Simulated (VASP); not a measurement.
Input:

```
Ag2Pt
1.0
    0.00000     4.00850     4.00850
    4.00850     0.00000     4.00850
    4.00850     4.00850     0.00000
Ag Pt
4 2
Direct
  0.12500   0.12500   0.12500
  0.62500   0.12500   0.12500
  0.12500   0.62500   0.12500
  0.12500   0.12500   0.62500
  0.75000   0.75000   0.75000
  0.50000   0.50000   0.50000
```

Level of theory: PBE GGA, VASP's PBE PAW potentials (set 64) (plane waves; VASP). Run with 300 eV cut-off, 5×5×5 Γ-centred mesh, Fermi-Dirac smearing of 0.10 eV, potentials Ag Pt.

Give the energies of bands 23 to 36 at the high-symmetry points, in eV from the Fermi level.

```csv
band,Γ,X,U,L,W
23,-1.87,-1.81,-2.06,-1.56,-1.80
24,-1.36,-1.81,-1.55,-1.56,-1.80
25,-1.36,-1.33,-1.42,-1.24,-1.25
26,-1.36,-1.33,-1.23,-1.24,-1.25
27,-1.30,-0.95,-1.06,-1.15,-1.19
28,-1.30,-0.95,-0.96,-1.03,-1.19
29,-1.30,-0.55,-0.80,-1.03,-0.62
30,-0.53,-0.55,-0.68,-0.78,-0.62
31,-0.53,-0.52,-0.54,-0.48,-0.48
32,0.70,-0.52,-0.49,-0.48,-0.48
33,2.93,0.64,-0.43,1.13,-0.36
34,3.19,0.64,1.13,2.48,-0.36
35,3.19,1.30,1.34,2.48,3.95
36,3.19,1.30,3.85,2.60,3.95
```

It has no gap at this level: it comes out as a metal or semimetal.

The structure was generated: Ag2Pt was put into an ordered model structure, which need not be its known phase. The cell was not relaxed at this level.
